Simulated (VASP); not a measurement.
Given:

```
CeO2
1.0
    0.00000     2.71284     2.71284
    2.71284     0.00000     2.71284
    2.71284     2.71284     0.00000
Ce O
1 2
Direct
  0.00000   0.00000   0.00000
  0.25000   0.25000   0.25000
  0.75000   0.75000   0.75000
```

Method: PBE GGA, VASP's PBE PAW potentials (set 64) (plane waves; VASP). Numerical set-up: 400 eV cut-off, 9×9×9 Γ-centred mesh, Fermi-Dirac smearing of 0.050 eV, potentials Ce O.

At this cut-off the stress carries a Pulay error, which pulls relaxed volumes low.

**Question.** Estimate the energy per atom (σ→0), pressure.

**Answer.** 
```
Item                            Value
---------------------  --------------
energy per atom (σ→0)  -8.754 eV/atom
pressure                    -1.21 GPa
```

Total energies compare only between runs with the same potentials, cut-off and functional.

The structure is a typed CeO2 crystal (Fm-3m). The cell was not relaxed at this level. The run is not spin-polarised, so no magnetic state was tried.
